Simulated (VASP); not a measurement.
A run of VASP 6.6.1:

Contents of INCAR:

```
PREC = Normal
ENCUT = 520
EDIFF = 1E-4
ISMEAR = 0
SIGMA = 0.15
LREAL = F
LASPH = T
NELM = 60
ALGO = Fast
ISIF = 3
LWAVE = F
LCHARG = F
GGA = PE
IBRION = 2
NSW = 24
EDIFFG = -0.08
```

The input KPOINTS:

```
Automatic mesh
0
Gamma
  5 5 5
```

File POSCAR:

```
SiB2
1.0
    3.9153180000      0.0000000000      0.0000000000
    0.0000000000      3.9153180000      0.0000000000
    0.0000000000      0.0000000000      3.9153180000
Si B
2 4
Direct
    0.0000000000      0.0000000000      0.0000000000
    0.5000000000      0.5000000000      0.5000000000
    0.2500000000      0.2500000000      0.2500000000
    0.7500000000      0.7500000000      0.2500000000
    0.7500000000      0.2500000000      0.7500000000
    0.2500000000      0.7500000000      0.7500000000
```

Potentials or basis: VASP PAW PBE potentials, release 64 (Si, B).

Run with:

```bash
$ cat potpaw_PBE.64/Si/POTCAR potpaw_PBE.64/B/POTCAR > POTCAR
$ mpirun -np 1 vasp_std > vasp.out
```

Hardware: 1 thread of Intel(R) Xeon(R) Platinum 8259CL CPU @ 2.50GHz (Skylake/Cascade Lake), with other jobs on the host.

Q: How long does it take, and how much memory?

A: It took 15 s on 1 thread of Intel(R) Xeon(R) Platinum 8259CL CPU @ 2.50GHz (Skylake/Cascade Lake) (shared host), peak memory 0.13 GiB. Counts: scf iterations 28, k points 10, ion steps 3.
